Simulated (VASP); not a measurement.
All values below come from PBE GGA, VASP's PBE PAW potentials (set 64) (plane waves; VASP 6.6.1). Each cell was relaxed at this level.

### Question
Which of these has an unstable (imaginary) mode at Γ?
(A) KTaO3, Pm-3m (221)
(B) Pt3Ti, Pm-3m (221)
(C) AgI, P6_3mc (186)
(D) CaS, Fm-3m (225)

### Answer
A, KTaO3, Pm-3m (221). Its optical Γ-point modes are 69i (×3), 179 (×3), 263 (×3), 505 (×3) cm⁻¹.
